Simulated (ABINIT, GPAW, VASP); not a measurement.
AlFe3B: 3 runs at one level of theory

```
Fe Al B
1.0
     3.82232    0.00000    0.00000
     0.00000    3.82232    0.00000
     0.00000    0.00000    3.82232
Fe Al B
3 1 1
Cartesian
  0.0000 0.0000 1.9112
  0.0000 1.9112 0.0000
  1.9112 0.0000 0.0000
  1.9112 1.9112 1.9112
  0.0000 0.0000 0.0000
```

The cell comes from a database or a generator and needn't be the stable form of this composition.

Alike in all runs: task single point; functional PBEsol; k mesh 7 × 7 × 7; occupations fermi-dirac, width 0.05 eV; collinear spin, ferromagnetic start; no spin-orbit coupling. Pressure is positive in compression and, in plane waves, holds the error of the finite cutoff.

| program and potentials | plane-wave cutoff (eV) | notes | pressure (GPa) | net moment per atom (μB) |
| --- | --- | --- | --- | --- |
| GPAW, PAW data sets generated for this functional | 800 | 6 valence electrons an atom on average | -5.65 | 0.82 |
| ABINIT, JTH PAW PBE v2.0 | 707 | potentials made for PBE; 10.8 valence electrons an atom on average | -7.75 | 0.82 |
| VASP, PBE PAW files Al, B, Fe, 520 eV | 520 | potentials made for PBE; 6 valence electrons an atom on average | -7.07 | 0.82 |

The pressure spans -7.75 (ABINIT, JTH PAW PBE v2.0) to -5.65 GPa (GPAW, PAW data sets generated for this functional). All agree on the net moment per atom. The state is the one that the start led to, which needn't be the lowest.

Differences between rows come from potentials, basis sets and numerical settings, since the functional is the same but for its coding. Runs on potential files found faulty are left out.
